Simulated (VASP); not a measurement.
Runs of VASP 6.6.1 on C2BrH5. The cell holds a molecule in a box, 8 atoms: a = 13.000 Å, b = 12.000 Å, c = 12.000 Å, α = 90.00°, β = 90.00°, γ = 90.00°. 

```tsv
task	level	cell	grid for exact exchange (PRECFOCK)	screening parameter	gap on the mesh (eV)	largest force (eV/Å)
single point	HSE06+TS	as given	Fast	0.2 1/A	6.83	(a)
relaxation of the atoms	r2SCAN	atoms relaxed	-	-	5.98	0.01
atomic charges	PBE+TS	as given	-	-	5.45	(b)
electron localisation function	PBE	as given	-	-	5.45	0.39
relaxation of the atoms	PBE	atoms relaxed from: atoms moved at random, drawn with an rms of 0.02 Å	-	-	5.31	0.01
single point	PBE	atoms moved at random, drawn with an rms of 0.05 Å	-	-	5.53	3.67
single point	BLYP+D3(BJ)	as given	-	-	5.37	0.82
single point	PBE	as given	-	-	5.45	0.39
```

Alike in all rows: potentials or basis VASP PAW PBE potentials, release 64 (C, Br, H); no spin polarisation; k mesh 1 × 1 × 1; cutoff (eV) 520; smearing gaussian 0.01 eV.

Problem. Estimate the missing entries.

Solution. (a) 0.04; (b) 0.41.

Caveats: the PAW data sets were made with another functional, which shifts forces and pressure a little (some runs).

A k mesh can miss the band edges, and the runs leave out spin-orbit coupling on Br.
